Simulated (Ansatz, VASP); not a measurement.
CsGeF3 in VASP and in Ansatz

```
Cs Ge F
1.0
     4.43814    0.00000    0.00000
     0.00000    4.43814    0.00000
     0.00000    0.00000    4.43814
Cs Ge F
1 1 3
Direct
  0.00000 0.00000 0.00000
  0.50000 0.50000 0.50000
  0.50000 0.50000 0.00000
  0.50000 0.00000 0.50000
  0.00000 0.50000 0.50000
```

The cell comes from a database or a generator and needn't be the stable form of this composition.

Alike in both runs: task single point; functional PBE; k mesh 4 × 4 × 4; occupations gaussian, width 0.05 eV; no spin polarisation.

|  | VASP | Ansatz |
| --- | --- | --- |
| version | VASP 6.6.1 | Ansatz 0.2.0 |
| potentials or method | VASP PAW PBE potentials, release 64 (Cs_sv, Ge_d, F) | scalar-relativistic, plane waves, PAW |
| plane-wave cutoff (eV) | 520 | 420 |
| valence electrons in the cell | 44 | 44 |

VASP gave:

* gap on the k mesh at the Fermi level (eV): 1.64
* least direct gap on the mesh (eV): 1.64
* pressure (GPa): 5.0

Question: Estimate Ansatz's values.

Answer: gap on the k mesh at the Fermi level (eV): 1.66; least direct gap on the mesh (eV): 1.66; pressure (GPa): 5.1.

Caveats: spin-orbit coupling is left out, which moves the levels of the heavy elements. A k mesh can miss the band edges. As with any semilocal functional, this PBE gap is likely too small.
